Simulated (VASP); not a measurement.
The system is Ti.

```
Ti
1.0
     2.89830    0.00000    0.00000
    -1.44915    2.51000    0.00000
     0.00000    0.00000    4.58661
Ti
2
Direct
  0.33333 0.66667 0.25000
  0.66667 0.33333 0.75000
```

Base run:

```yaml
Program: VASP 6.6.1
Functional: PBEsol
Potentials_or_basis: VASP PAW PBE potentials, release 64 (Ti_sv)
Cutoff: 900 eV
k_mesh: 18 × 18 × 10
Occupations: gaussian, width 0.1 eV
Spin: no spin polarisation
```

Its results: band gap on the k mesh none (metal or under the smearing width); pressure 0.1 GPa.

**Question.** The run is repeated on the same cell with these changes: functional from PBEsol to r2SCAN; cutoff from 900 eV to 520 eV. What comes out?

**Answer.** Band gap on the k mesh none (metal or under the smearing width); pressure 4.9 GPa.

Caveats: the PAW data sets were made with another functional, which shifts forces and pressure a little.
